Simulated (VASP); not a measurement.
Crystal: AlFe3B.

```
CELL_PARAMETERS angstrom
3.82232 0.00000 0.00000
0.00000 3.82232 0.00000
0.00000 0.00000 3.82232
ATOMIC_POSITIONS crystal
Fe 0.00000 0.00000 0.50000
Fe 0.00000 0.50000 0.00000
Fe 0.50000 0.00000 0.00000
Al 0.50000 0.50000 0.50000
B 0.00000 0.00000 0.00000
```

The cell comes from a database or a generator and needn't be the stable form of this composition.

```yaml
Program: VASP 6.6.1
Task: single point
Functional: PBE
Potentials_or_basis: VASP PAW PBE potentials, release 64 (Fe, Al, B)
Cutoff: 520 eV
k_mesh: 7 × 7 × 7
Occupations: fermi-dirac, width 0.05 eV
Spin: collinear spin, ferromagnetic start
Starting_moments: "[3.0, 3.0, 3.0, 0.0, 0.0] μB"
```

On this cell: pressure -0.8 GPa; largest force zero by symmetry; net moment 4.11 μB per cell; site moments Fe +1.48; Al -0.07; B -0.13 μB; band gap on the k mesh none (metal or under the smearing width).

The same run follows on a disturbed copy (atoms moved at random, drawn with an rms of 0.05 Å):

```
CELL_PARAMETERS angstrom
3.82232 0.00000 0.00000
0.00000 3.82232 0.00000
0.00000 0.00000 3.82232
ATOMIC_POSITIONS crystal
Fe 0.00373 0.01103 0.48969
Fe 0.99963 0.50589 0.00111
Fe 0.50839 0.00685 0.00261
Al 0.48355 0.49851 0.49018
B 0.01093 0.00610 0.00388
```

Problem. What changes?

Solution. The energy (extrapolated to zero smearing) moves by +12.0 meV/atom; pressure -0.3 GPa; largest force 1.326 eV/Å; net moment 4.11 μB per cell; site moments Fe +1.47, +1.48; Al -0.07; B -0.13 μB; band gap on the k mesh none (metal or under the smearing width).

Forces on the atoms (eV/Å):
```
Fe  -0.173 -0.167  1.304
Fe  -0.072  0.085 -0.221
Fe   0.060 -0.062 -0.254
Al   0.376  0.201  0.241
B   -0.191 -0.056 -1.070
```

Stress tensor (GPa, compression positive):
```
-0.46  0.14  0.03
 0.14 -0.51  0.09
 0.03  0.09  0.04
```
